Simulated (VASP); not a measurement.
OSZICAR of a VASP run on FeSi (B20):

OSZICAR:
```
       N       E                     dE             d eps       ncg     rms          rms(c)
DAV:   1     0.353656979988E+03    0.35366E+03   -0.19523E+04   638   0.180E+03
DAV:   2    -0.271376600387E+02   -0.38079E+03   -0.37020E+03   638   0.418E+02
DAV:   3    -0.648963018018E+02   -0.37759E+02   -0.34576E+02   898   0.145E+02
DAV:   4    -0.664687589197E+02   -0.15725E+01   -0.15481E+01   956   0.348E+01
DAV:   5    -0.664912721061E+02   -0.22513E-01   -0.22491E-01   964   0.427E+00    0.336E+01
DAV:   6    -0.703851422257E+02   -0.38939E+01   -0.22314E+02   952   0.167E+02    0.289E+01
DAV:   7    -0.589649780694E+02    0.11420E+02   -0.85213E+01   957   0.116E+02    0.945E+00
DAV:   8    -0.587587032537E+02    0.20627E+00   -0.33496E+00   783   0.154E+01    0.299E+00
DAV:   9    -0.586831522343E+02    0.75551E-01   -0.45346E-01  1002   0.653E+00    0.115E+00
DAV:  10    -0.586754753615E+02    0.76769E-02   -0.14415E-02   791   0.135E+00    0.426E-01
DAV:  11    -0.586741055027E+02    0.13699E-02   -0.10197E-02  1002   0.121E+00    0.137E-01
DAV:  12    -0.586740515123E+02    0.53990E-04   -0.25415E-04   999   0.153E-01    0.539E-02
DAV:  13    -0.586740453563E+02    0.61561E-05   -0.67116E-05  1007   0.762E-02    0.159E-02
DAV:  14    -0.586740443405E+02    0.10158E-05   -0.23033E-06   535   0.187E-02    0.413E-03
DAV:  15    -0.586740446323E+02   -0.29180E-06   -0.64566E-07   464   0.128E-02
   1 F= -.48134226E+02 E0= -.48134072E+02  d E =-.481342E+02
       N       E                     dE             d eps       ncg     rms          rms(c)
DAV:   1    -0.608838081324E+02   -0.22098E+01   -0.78019E+01   643   0.119E+02    0.198E+01
DAV:   2    -0.603532993598E+02    0.53051E+00   -0.63865E+01   913   0.101E+02    0.133E+01
DAV:   3    -0.576377321019E+02    0.27156E+01   -0.22273E+01   949   0.611E+01    0.420E+00
DAV:   4    -0.574877588787E+02    0.14997E+00   -0.84898E-01   932   0.966E+00    0.136E+00
DAV:   5    -0.574692440240E+02    0.18515E-01   -0.39294E-02  1002   0.178E+00    0.641E-01
DAV:   6    -0.574641345171E+02    0.51095E-02   -0.57201E-03   683   0.554E-01    0.100E-01
DAV:   7    -0.574641962400E+02   -0.61723E-04   -0.10932E-03  1002   0.277E-01    0.673E-02
DAV:   8    -0.574641791107E+02    0.17129E-04   -0.67629E-05   968   0.101E-01    0.291E-02
DAV:   9    -0.574641714998E+02    0.76109E-05   -0.22878E-05   981   0.513E-02    0.116E-02
DAV:  10    -0.574641714583E+02    0.41462E-07   -0.10068E-06   434   0.133E-02
   2 F= -.47889666E+02 E0= -.47889622E+02  d E =0.244560E+00
       N       E                     dE             d eps       ncg     rms          rms(c)
DAV:   1    -0.600765308885E+02   -0.26124E+01   -0.35251E+01   651   0.814E+01    0.123E+01
DAV:   2    -0.607962594385E+02   -0.71973E+00   -0.42930E+01   952   0.815E+01    0.121E+01
DAV:   3    -0.584580187121E+02    0.23382E+01   -0.15760E+01   952   0.459E+01    0.253E+00
DAV:   4    -0.584450368504E+02    0.12982E-01   -0.23998E-01   808   0.395E+00    0.170E+00
DAV:   5    -0.584233008234E+02    0.21736E-01   -0.70888E-02   977   0.320E+00    0.270E-01
DAV:   6    -0.584227158150E+02    0.58501E-03   -0.23608E-03   752   0.542E-01    0.101E-01
DAV:   7    -0.584227350912E+02   -0.19276E-04   -0.87599E-05   957   0.807E-02    0.378E-02
DAV:   8    -0.584227367773E+02   -0.16861E-05   -0.56241E-06   741   0.287E-02    0.638E-03
DAV:   9    -0.584227356749E+02    0.11025E-05   -0.42066E-06   645   0.178E-02    0.221E-03
DAV:  10    -0.584227357884E+02   -0.11354E-06   -0.78672E-07   429   0.879E-03
   3 F= -.48222559E+02 E0= -.48222457E+02  d E =-.883332E-01
       N       E                     dE             d eps       ncg     rms          rms(c)
DAV:   1    -0.584162185795E+02    0.65171E-02   -0.37583E-03   643   0.829E-01    0.128E-01
DAV:   2    -0.584162587843E+02   -0.40205E-04   -0.40117E-03   947   0.783E-01    0.112E-01
DAV:   3    -0.584160549154E+02    0.20387E-03   -0.14748E-03   947   0.465E-01    0.254E-02
DAV:   4    -0.584160518057E+02    0.31097E-05   -0.32837E-05   834   0.530E-02    0.481E-03
DAV:   5    -0.584160516402E+02    0.16556E-06   -0.75360E-07   369   0.856E-03
   4 F= -.48222592E+02 E0= -.48222491E+02  d E =-.883664E-01
       N       E                     dE             d eps       ncg     rms          rms(c)
DAV:   1    -0.584106628572E+02    0.53889E-02   -0.51816E-01   638   0.414E+00    0.163E-01
DAV:   2    -0.584113924127E+02   -0.72956E-03   -0.92132E-03   828   0.796E-01    0.987E-02
DAV:   3    -0.584113529414E+02    0.39471E-04   -0.34674E-04   885   0.216E-01    0.683E-02
DAV:   4    -0.584113445455E+02    0.83959E-05   -0.40456E-04   977   0.240E-01    0.457E-02
DAV:   5    -0.584113169834E+02    0.27562E-04   -0.15452E-04   974   0.154E-01    0.632E-03
DAV:   6    -0.584113171451E+02   -0.16169E-06   -0.18787E-06   457   0.133E-02
   5 F= -.48225242E+02 E0= -.48225113E+02  d E =-.264948E-02
       N       E                     dE             d eps       ncg     rms          rms(c)
DAV:   1    -0.584073196364E+02    0.39973E-02   -0.16968E-01   638   0.237E+00    0.922E-02
DAV:   2    -0.584075645040E+02   -0.24487E-03   -0.30526E-03   828   0.455E-01    0.566E-02
DAV:   3    -0.584075509273E+02    0.13577E-04   -0.11173E-04   877   0.121E-01    0.388E-02
DAV:   4    -0.584075475851E+02    0.33422E-05   -0.12899E-04   977   0.135E-01    0.259E-02
DAV:   5    -0.584075386388E+02    0.89463E-05   -0.49468E-05   976   0.869E-02    0.352E-03
DAV:   6    -0.584075387198E+02   -0.81051E-07   -0.59332E-07   394   0.758E-03
   6 F= -.48225685E+02 E0= -.48225537E+02  d E =-.309258E-02
```

Task: Which electronic solver shows in the log?

Result: It is blocked Davidson (ALGO = Normal, or the opening steps of other solvers). The INCAR had ALGO = Normal.

Task: How was spin treated?

Result: Without spin polarisation: there is no mag entry.

Task: Can the final energy be trusted as converged?

Result: The calculation finished and met its thresholds. It stopped with EDIFF = 1E-6, NELM = 100, NSW = 40 and EDIFFG = -0.02 after 6 ionic steps (PBE GGA, plane waves, VASP's PBE PAW potentials (set 64)). Energy and stress use the plane-wave basis of the starting cell.

The compound is FeSi in the B20 structure. This run relaxes it under an external pressure of 20 GPa. Symmetry was kept, so distortions that lower it aren't found. The run is not spin-polarised, so no magnetic state was tried.
